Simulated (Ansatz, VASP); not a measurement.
**Cross-check of Sb (Antimony) between VASP and Ansatz**

One calculation is typed for both programs; each brings its own data sets. How far apart do they land? The cell is taken from a series of runs on this material, whose earlier steps may have relaxed, scaled, displaced or heated it; both programs get it as it stands.

Method: plane waves, with VASP 6.6.1 beside it; zone-centre phonons at PBEsol, in Ansatz 0.2.0.

## Step 1: The structure

Symmetry: R-3m, No. 166, trigonal system. Conventional cell: a = 4.323 Å, b = 4.323 Å, c = 11.062 Å, α = 90.00°, β = 90.00°, γ = 120.00°. Sb has 3 Sb at 2.93 Å nearest.

## Step 2: Ansatz: zone-centre phonons, PBEsol

Ansatz runs on its default PAW (the set named soft_2) files.

Second derivatives magnify differences that forces hide, and they need a tight electronic threshold.

input.yaml reads:

```yaml
crystal:
  lattice:
    - [2.161389621, 1.2478788795, 3.6874947121]
    - [-2.161389621, 1.2478788795, 3.6874947121]
    - [0.0, -2.495757759, 3.6874947121]
  atoms:
    - { symbol: Sb, position: [0.2356125003, 0.2356125003, 0.2356125003] }
    - { symbol: Sb, position: [0.7643874997, 0.7643874997, 0.7643874997] }
kpoints:
  mp_grid: { grid: [12, 12, 12] }
hamiltonian:
  xc: pbesol
scf:
  occupations: { method: methfessel_paxton, width: 0.2 }
output:
  eigenvalues: true
phonons:
  method: dfpt
```

Started as:

```sh
ansatz run input.yaml --threads 4 --pin off --max-ram 16384MiB --backend cpu --events-out ev --progress --plain --runs-dir out
```

Numbers of over 12 decimals in the logs are rounded to 6 here.

The program printed:

```text
Engine: ansatz 0.2.0, aarch64-unknown-linux-gnu
Pseudopotentials: kind: paw
Pseudopotential: Sb, paw, valence charge 15, recommended cutoff 420 eV (normal), Sb.paw.azcp
Functional definition: PBEsol
  exchange = pbesol_x
  correlation = pbesol_c
Crystal: 2 atoms, lattice volume = 59.674 Å³
Basis set: ecut = 420 eV, 1183 PW (Γ), exchange–correlation on 60×60×60 points (8 copies of the dense FFT grid, shifted against one another)
Bands: 19, of which v1, the nominal top of the filled ones, is band 15 counted from 1 (14 counted from 0)
Symmetry: 12 space group operations
k-points: 476 of 1728 (irreducible under 2 space group operations, time reversal used)
Non-local potential: Sb, projectors of the file, l = 0: 2, l = 1: 2, l = 2: 2, l = 3: 2
PAW form: soft (Blöchl's): semilocal exchange-correlation on the pseudo side does not see the compensation charge
PAW frozen core: Sb, regenerated for the run's functional, and the local potential with it (the file was generated under x = pbe(κ = 0.804, μ = 0.219515), c = pbe(β = 0.066725))
PAW one-centre angular grid: Sb, 590 points (default); XC on 64 Gauss nodes
Initial density: superposition of atomic densities (neutral atoms: chi_scale 0, normalization atom), corrected by the library's trained network
Initial wavefunctions: pseudopotential atomic-orbital guess
Functional: x = pbesol(κ = 0.804, μ = 0.123457), c = pbesol(β = 0.046)
SCF iter   1: F=—  HF=-12816.173616 eV  |F-HF|=—  |Δ(HF+E_count)|=         —  Δρ=2.60e-3  dr2=3.08e-3  ethr=1.77e-3  ⟨swp⟩=5.6  Hψ=43834  notcnv=0
preconditioner: auto → Kerker (q_TF=auto, 2.433 Å⁻¹)  [metal: Δε(μ)=0.106 eV  Ē_g=8.683 eV  σ=0.200 eV  W_gap=0.40  n_scr=14 (ndim 8)  ℏωp=15.2 eV  f_vac=0.001  D(μ)=0.15/eV (n_scr^D=0)]
SCF iter   2: F=—  HF=-12816.171066 eV  |F-HF|=—  |Δ(HF+E_count)|=   2.55e-3  S|Δr|=    0.00e0  Δρ=1.76e-3  dr2=1.20e-3  ethr=1.03e-5  ⟨swp⟩=2.6  Hψ=20374  notcnv=0
SCF iter   3: F=—  HF=-12816.170838 eV  |F-HF|=—  |Δ(HF+E_count)|=   2.28e-4  S|Δr|=    0.00e0  Δρ=7.86e-4  dr2=1.86e-4  ethr=3.99e-6  ⟨swp⟩=2.0  Hψ=16188  notcnv=0
SCF iter   4: F=—  HF=-12816.170693 eV  |F-HF|=—  |Δ(HF+E_count)|=   1.45e-4  S|Δr|=    0.00e0  Δρ=2.73e-4  dr2=3.03e-5  ethr=6.19e-7  ⟨swp⟩=2.0  Hψ=16139  notcnv=0
SCF iter   5: F=—  HF=-12816.170680 eV  |F-HF|=—  |Δ(HF+E_count)|=   1.31e-5  S|Δr|=    0.00e0  Δρ=5.54e-5  dr2=2.79e-6  ethr=1.01e-7  ⟨swp⟩=2.0  Hψ=16190  notcnv=0
SCF iter   6: F=—  HF=-12816.170679 eV  |F-HF|=—  |Δ(HF+E_count)|=   9.82e-7  S|Δr|=    0.00e0  Δρ=1.72e-5  dr2=3.36e-7  ethr=9.28e-9  ⟨swp⟩=3.0  Hψ=16223  notcnv=0
SCF iter   7: F=—  HF=-12816.170679 eV  |F-HF|=—  |Δ(HF+E_count)|=   4.40e-8  S|Δr|=    0.00e0  Δρ=1.34e-5  dr2=6.60e-8  ethr=1.12e-9  ⟨swp⟩=3.0  Hψ=16504  notcnv=0
SCF iter   8: F=—  HF=-12816.170679 eV  |F-HF|=—  |Δ(HF+E_count)|=   3.27e-8  S|Δr|=    0.00e0  Δρ=1.57e-6  dr2=1.70e-9  ethr=2.20e-10  ⟨swp⟩=2.0  Hψ=16188  notcnv=0
SCF iter   9: F=—  HF=-12816.170679 eV  |F-HF|=—  |Δ(HF+E_count)|=  2.98e-10  S|Δr|=    0.00e0  Δρ=3.03e-7  dr2=1.12e-10  ethr=5.68e-12  ⟨swp⟩=2.0  Hψ=16198  notcnv=0
SCF iter  10: F=-12816.170679 eV  HF=-12816.170679 eV  |F-HF|=1.09e-11  |Δ(HF+E_count)|=  7.28e-12  S|Δr|=    0.00e0  Δρ=7.56e-8  dr2=6.83e-12  ethr=1.00e-12  ⟨swp⟩=5.0  Hψ=38701  notcnv=0
SCF 1 converged in 10 iterations: F = -12816.170679 eV  dr2 = 6.83e-12
  greatest PAW one-centre occupation: 0.996 electrons in one spin orbital (limit 2), on the Sb atom at site 1 (counted from 0), in its partial waves of l = 2
DFPT response loops at Γ: preconditioner auto → Kerker (q_TF=auto, 2.433 Å⁻¹) (partly filled bands, converged f_vac=0.000); β = 1.00, the filter's whole step (`scf.mixing.beta` (0.50) is not read by the response loops under this deck's `scf.mixing.preconditioner`; to damp them name `kerker` or `kerker_dos`, under which they read `scf.mixing.beta`, and type it under 1.00, their step now; both keys bind the ground state too); Broyden in place of MSR1
SCF converged after 10 iterations
Stability not checked: this state was not tested for a lower state beside it, because cold or Methfessel-Paxton smearing, or corrected tetrahedra, fill the levels in a way that the test cannot read (fill_not_monotonic; see scf.lower_state_search)
Free energy (F): -12816.170679 eV
Harris-Foulkes:  -12816.170679 eV  (|F-HF|=1.09e-11)
Internal energy: -12816.173139 eV  (E = F + TS)
E sigma→0 (E₀):  -12816.171294 eV
Entropy (-TS):   0.002460 eV (1.230 meV/atom)
Fermi energy:    10.053780 eV
--- Per-component energies (eV) ---
  E_band       = -336.601829
  E_kinetic    = 414.943648
  E_local      = -3169.518648  (includes V_loc(G=0)·N_el)
  E_nonlocal   = 728.113808
  E_hartree    = 1435.538224
  E_xc         = -275.140688
  E_vxc        = -193.452931  (∫ρ·V_xc dr)
  E_paw        = -8999.104252  (= ΣΔE_a)
  E_vpaw       = -987.764109  (= ΣTr[D̂ρ^β])
  E_aug_tail   = -0.000004  (compensation charges beyond the density's cutoff)
  E_ewald      = -2951.668943
  E_core_change = 0.663714  (= ΣΔE_core)
  E_smearing   = 0.002460  (= −TS)
  E_closure    = -0.000000  (closes the sum)
  Σ components = -12816.170679   (vs F -12816.170679, Δ=0.00e0)
--- Band table (eV; the first three rows and the last of 476) ---
  k-point 0: bands = [... 11 lower, 5.3320, 8.1195, 8.2674, 8.2674, 12.3872, 12.8879, 12.8879, 15.0776]
  k-point 1: bands = [... 11 lower, 4.9603, 8.1424, 8.2576, 8.4417, 12.3015, 12.6612, 12.6664, 14.7631]
  k-point 2: bands = [... 11 lower, 4.1037, 8.1609, 8.2384, 8.7915, 11.9413, 12.1159, 12.1254, 14.6061]
  k-point 475: bands = [... 11 lower, 0.9398, 8.8170, 8.8170, 9.5914, 10.0498, 10.0498, 11.0066, 17.3312]
--- Phonons (Γ-DFPT): 2 representative perturbations + reference, on 476 of 1728 k-points (Σ response iterations 6) ---
  k mesh reduced under 2 symmetry operations, with k and −k counted as one. Each operation leaves every solved perturbation unchanged. A smaller set is not used because it would not reduce the number of displacements times k-points to solve
  ASR residual: 4.417e-5 → 0.000e0 eV/Å²; symmetrization residual: 2.937e-5 eV/Å²
  ASR residual per site (eV/Å²): 4.42e-5 4.42e-5
  Γ frequencies (cm⁻¹): 0.00 0.00 0.00 92.91 92.91 141.96
  non-analytic LO–TO correction: not included (Born effective charges unavailable; polar crystals: no LO–TO splitting at Γ)
```

Reading the cycles: dr2 is the Hartree energy of the density residual (eV), the measure of convergence; HF is the Harris–Foulkes estimate of the energy, which meets the free energy F at convergence.

## Step 3: VASP: zone-centre phonons, PBEsol

The same cell, functional, mesh and smearing now go to VASP, with its own data sets.

Lines of VASP's logs that name or quote its potential files are left out, and so is its time.

INCAR reads:

```
SYSTEM = Sb
PREC = Accurate
ENCUT = 500
EDIFF = 1E-08
NELM = 120
ISMEAR = 1
SIGMA = 0.2
LREAL = .FALSE.
ALGO = Normal
GGA = PS
NBANDS = 11
LORBIT = 11
LWAVE = .FALSE.
LCHARG = .FALSE.
ISIF = 2
IBRION = 8
LASPH = .TRUE.
GGA_COMPAT = .FALSE.
KPAR = 2
```

POSCAR reads:

```
Sb
1.0
    2.1613896210      1.2478788795      3.6874947121
   -2.1613896210      1.2478788795      3.6874947121
    0.0000000000     -2.4957577590      3.6874947121
Sb
2
Direct
    0.2356125003      0.2356125003      0.2356125003
    0.7643874997      0.7643874997      0.7643874997
```

KPOINTS reads:

```
Automatic mesh
0
Gamma
12 12 12
0 0 0
```

Potentials, in the order of the species: Sb (PBE family, release 64).

Started as:

```sh
mpirun -np 2 vasp_std
```

The program printed:

```text
[banner, memory and clock lines left out]
running    2 mpi-ranks, on    1 nodes
 distrk:  each k-point on    1 cores,    2 groups
 distr:  one band on    1 cores,    1 groups

 POSCAR found type information on POSCAR Sb
 POSCAR found :  1 types and       2 ions
|                                                                             |
|               ----> ADVICE to this user running VASP <----                  |
|                                                                             |
|     You enforced a specific xc type in the INCAR file but a different       |
|     [... a line on the potential file left out ...]
|     I HOPE YOU KNOW WHAT YOU ARE DOING!                                     |
|                                                                             |

 LDA part: xc-table for (Slater+PW92), standard interpolation
 POSCAR, INCAR and KPOINTS ok, starting setup
 FFT: planning ... GRIDC
 FFT: planning ... GRID_SOFT
 FFT: planning ... GRID
 WAVECAR not read
 entering main loop
       N       E                     dE             d eps       ncg     rms          rms(c)
DAV:   1     0.337457332204E+02    0.33746E+02   -0.35162E+03  4158   0.692E+02
DAV:   2    -0.723401702502E+01   -0.40980E+02   -0.39627E+02  5539   0.113E+02
DAV:   3    -0.911328475365E+01   -0.18793E+01   -0.18515E+01  4991   0.266E+01
DAV:   4    -0.913101336947E+01   -0.17729E-01   -0.17721E-01  4714   0.304E+00
DAV:   5    -0.913121043594E+01   -0.19707E-03   -0.19707E-03  4838   0.366E-01    0.289E+00
DAV:   6    -0.912211222856E+01    0.90982E-02   -0.20983E-03  4670   0.282E-01    0.173E+00
DAV:   7    -0.911647300254E+01    0.56392E-02   -0.52083E-03  4611   0.435E-01    0.574E-02
DAV:   8    -0.911650577550E+01   -0.32773E-04   -0.11947E-04  4698   0.776E-02    0.170E-02
DAV:   9    -0.911651315680E+01   -0.73813E-05   -0.13827E-05  4662   0.235E-02    0.511E-03
DAV:  10    -0.911651267355E+01    0.48325E-06   -0.17250E-06  4763   0.737E-03    0.919E-04
DAV:  11    -0.911651277333E+01   -0.99778E-07   -0.14865E-07  4749   0.243E-03    0.465E-04
DAV:  12    -0.911651280927E+01   -0.35938E-07   -0.14140E-08  3832   0.672E-04    0.932E-05
DAV:  13    -0.911651281614E+01   -0.68744E-08   -0.14930E-09  2400   0.265E-04
   1 F= -.91165128E+01 E0= -.91173423E+01  d E =0.248839E-02
 Linear response reoptimize wavefunctions to high precision
DAV:   1    -0.911651281789E+01   -0.17474E-08   -0.15837E-10  2700   0.100E-04
DAV:   2    -0.911651281788E+01    0.11539E-10   -0.21340E-11  2265   0.406E-05
 Linear response DOF=           2
 Linear response progress:
  Degree of freedom:   1/  2
       N       E                     dE             d eps       ncg     rms          rms(c)
RMM:   1    -0.250113863391E-01   -0.25011E-01    0.25076E-02 38618   0.118E+00
RMM:   2    -0.247725629815E-01    0.23882E-03   -0.15943E-03 30169   0.237E-01    0.473E-02
RMM:   3    -0.247718896908E-01    0.67329E-06   -0.44177E-05 31757   0.388E-02    0.282E-02
RMM:   4    -0.248213786652E-01   -0.49489E-04   -0.21390E-05 31762   0.205E-02    0.216E-03
RMM:   5    -0.248284161854E-01   -0.70375E-05   -0.16025E-06 32477   0.356E-03    0.955E-04
RMM:   6    -0.248304081982E-01   -0.19920E-05    0.67244E-08 31947   0.910E-04    0.286E-04
RMM:   7    -0.248295909208E-01    0.81728E-06    0.16100E-07 32996   0.214E-04    0.730E-05
RMM:   8    -0.248295391068E-01    0.51814E-07    0.89394E-08 33368   0.529E-05    0.147E-05
RMM:   9    -0.248295251883E-01    0.13918E-07    0.45320E-09 33520   0.147E-05    0.117E-06
RMM:  10    -0.248295201959E-01    0.49925E-08    0.34021E-09 32073   0.280E-06    0.721E-07
 first order change of Fermi-energy  -0.21172E-04
 force on displaced ion       1 direction 1 :  -2.083   0.000   0.000
 Linear response progress:
  Degree of freedom:   2/  2
       N       E                     dE             d eps       ncg     rms          rms(c)
RMM:   1    -0.260227849454E-01   -0.26023E-01    0.18575E-02  8103   0.118E+00
RMM:   2    -0.249384992221E-01    0.10843E-02   -0.15403E-03  6487   0.243E-01    0.467E-02
RMM:   3    -0.248325252917E-01    0.10597E-03   -0.43212E-05  6906   0.424E-02    0.282E-02
RMM:   4    -0.247577955982E-01    0.74730E-04   -0.28984E-05  6735   0.255E-02    0.704E-03
RMM:   5    -0.247687097102E-01   -0.10914E-04   -0.11121E-06  6989   0.531E-03    0.248E-03
RMM:   6    -0.247709807723E-01   -0.22711E-05   -0.93363E-08  7033   0.105E-03    0.804E-04
RMM:   7    -0.247700775340E-01    0.90324E-06    0.28948E-08  7091   0.305E-04    0.201E-04
RMM:   8    -0.247701038972E-01   -0.26363E-07    0.97000E-09  7171   0.627E-05    0.321E-05
RMM:   9    -0.247701025640E-01    0.13332E-08    0.40499E-10  7263   0.177E-05    0.160E-05
 first order change of Fermi-energy  -0.36693E+00
 force on displaced ion       1 direction 3 :   0.000  -0.000  -4.681
 Linear response finished
```

Parts of OUTCAR (step 3):

```text
ion  position               nearest neighbor table
   1  0.236  0.236  0.236-   2 2.93   2 2.93   2 2.93   2 3.30   2 3.30   2 3.30
   2  0.764  0.764  0.764-   1 2.93   1 2.93   1 2.93   1 3.30   1 3.30   1 3.30

  LATTYP: Found a trigonal (rhomboedric) cell.
 ALAT       =     4.4526872834
 COS(alpha) =     0.5287496037

 Subroutine GETGRP returns: Found 12 space group operations
 (whereof 12 operations were pure point group operations)

The static configuration has the point symmetry D_3d.

 Found    189 irreducible k-points:

   k-points           NKPTS =    189   k-points in BZ     NKDIM =    189   number of bands    NBANDS=     11

   dimension x,y,z NGX =    32 NGY =   32 NGZ =   32
   dimension x,y,z NGXF=    64 NGYF=   64 NGZF=   64

   ENCUT  =  500.0 eV  36.75 Ry    6.06 a.u.   8.12  8.12  8.12*2*pi/ulx,y,z

   NELECT =      10.0000    total number of electrons

 k-points in reciprocal lattice and weights: Automatic mesh
   0.00000000  0.00000000  0.00000000       0.001
   0.08333333  0.00000000  0.00000000       0.003
   0.16666667  0.00000000  0.00000000       0.003
   0.25000000  0.00000000 -0.00000000       0.003
   0.33333333  0.00000000  0.00000000       0.003
   0.41666667  0.00000000  0.00000000       0.003
   0.50000000  0.00000000 -0.00000000       0.002
   0.08333333  0.08333333  0.00000000       0.003
   0.16666667  0.08333333 -0.00000000       0.007
[...]
-0.41666667  0.50000000  0.41666667       0.003
   0.50000000  0.50000000  0.50000000       0.001

 average (electrostatic) potential at core
       1 -85.5522       2 -85.5522

  Total        0.0707518      0.0707518      0.0506816      0.0000000      0.0000000      0.0000000
  in kB        1.8995889      1.8995889      1.3607333      0.0000000      0.0000000      0.0000000
  external PRESSURE =       1.7199704 kB  Pullay stress =       0.0000000 kB

  energy-cutoff  :      500.00
  volume of cell :       59.67
      direct lattice vectors                 reciprocal lattice vectors
     2.161389621  1.247878879  3.687494712     0.231332655  0.133559971  0.090395610
    -2.161389621  1.247878879  3.687494712    -0.231332655  0.133559971  0.090395610
     0.000000000 -2.495757759  3.687494712     0.000000000 -0.267119942  0.090395610

 POSITION                                       TOTAL-FORCE (eV/Angst)
 -----------------------------------------------------------------------------------
      0.00000      0.00000      2.60646         0.000000      0.000000      0.048822
      0.00000      0.00000      8.45602         0.000000      0.000000     -0.048822
 -----------------------------------------------------------------------------------
    total drift:                               -0.000000     -0.000000     -0.000000

 Eigenvectors and eigenvalues of the dynamical matrix
 ----------------------------------------------------

   1 f  =    4.334888 THz    27.236905 2PiTHz  144.596303 cm-1    17.927649 meV
             X         Y         Z           dx          dy          dz
      0.000000  0.000000  2.606460     0.000000    0.000000   -0.707107
      0.000000  0.000000  8.456025     0.000000    0.000000    0.707107

   2 f  =    2.892047 THz    18.171267 2PiTHz   96.468301 cm-1    11.960540 meV
             X         Y         Z           dx          dy          dz
      0.000000  0.000000  2.606460     0.707107   -0.000000   -0.000000
      0.000000  0.000000  8.456025    -0.707107   -0.000000    0.000000

   3 f  =    2.892047 THz    18.171267 2PiTHz   96.468301 cm-1    11.960540 meV
             X         Y         Z           dx          dy          dz
      0.000000  0.000000  2.606460    -0.000000   -0.707107   -0.000000
      0.000000  0.000000  8.456025     0.000000    0.707107    0.000000

   4 f  =    0.000000 THz     0.000000 2PiTHz    0.000000 cm-1     0.000000 meV
             X         Y         Z           dx          dy          dz
      0.000000  0.000000  2.606460     0.707107   -0.000000   -0.000000
      0.000000  0.000000  8.456025     0.707107   -0.000000    0.000000

   5 f  =    0.000000 THz     0.000000 2PiTHz    0.000000 cm-1     0.000000 meV
             X         Y         Z           dx          dy          dz
      0.000000  0.000000  2.606460     0.000000    0.707107    0.000000
      0.000000  0.000000  8.456025     0.000000    0.707107    0.000000

   6 f  =    0.000000 THz     0.000000 2PiTHz    0.000000 cm-1     0.000000 meV
             X         Y         Z           dx          dy          dz
      0.000000  0.000000  2.606460     0.000000   -0.000000    0.707107
      0.000000  0.000000  8.456025     0.000000    0.000000    0.707107

 ELASTIC MODULI CONTR FROM IONIC RELAXATION (kBar)
 Direction    XX          YY          ZZ          XY          YZ          ZX
 --------------------------------------------------------------------------------
 XX         -98.7506    -74.9752   -139.4474     -0.0000     48.3479      0.0000
 YY         -74.9752    -98.7506   -139.4474      0.0000    -48.3479     -0.0000
 ZZ        -139.4474   -139.4474   -223.8652      0.0000     -0.0000     -0.0000
 XY          -0.0000      0.0000      0.0000    -11.8877      0.0000     46.0198
 YZ          48.3479    -48.3479     -0.0000      0.0000   -196.6335     -0.0000
 ZX           0.0000     -0.0000     -0.0000     46.0198     -0.0000   -178.1524
 --------------------------------------------------------------------------------
```

## Step 4: Side by side

Known differences besides the potentials themselves: the data sets hold 30 valence electrons in Ansatz (on its default PAW (the set named soft_2) files) and 10 in VASP; the cutoff is 420 eV in Ansatz and 500 eV in VASP; Ansatz makes its cores anew for this functional, VASP keeps those of its PBE data sets. Total energies have different zeros and are not compared.

Both answers:

| quantity | Ansatz | VASP | difference |
| --- | --- | --- | --- |
| optical mode 1 to 2 (cm⁻¹) | 92.9 | 96.5 | -3.69 % |
| optical mode 3 (cm⁻¹) | 142.0 | 144.6 | -1.82 % |

Modes are paired by rising frequency, not by their patterns, so a pair may set unlike modes beside each other; they are those without the splitting of longitudinal modes.

## Step 5: What came out

| Item | Value |
| --- | --- |
| r.m.s. difference of the optical zone-centre modes, each program's sorted by frequency (zone-centre phonons, PBEsol) | 3.3 cm⁻¹ |
| difference in optical mode 1 to 2 (zone-centre phonons, PBEsol) | -3.7 % |

The r.m.s. difference of the optical zone-centre modes, each program's sorted by frequency is 3.3 cm⁻¹ (zone-centre phonons, PBEsol). The data sets hold unlike numbers of valence electrons (30 in Ansatz and 10 in VASP), so part of the differences comes from the potentials. Among the rows given in per cent, the largest difference of the zone-centre phonons, PBEsol pair is in optical mode 1 to 2, -3.7 %. Such differences can come from data sets, numerical settings and the points named under the comparisons, not from the functional's error against experiment.

[Lines on the potential files, build, host, timing and source positions are cut from VASP's logs without a mark.]

[Logs are printed without paths, hosts, clocks, repeated set-up lines and the standing remarks that a program may print on its own settings, such as how far it seeks lower states.]

[Hosts, paths, dates, database ids (printed as entryN), source tags and the programs' standing remarks are cut or masked in the printed files.]
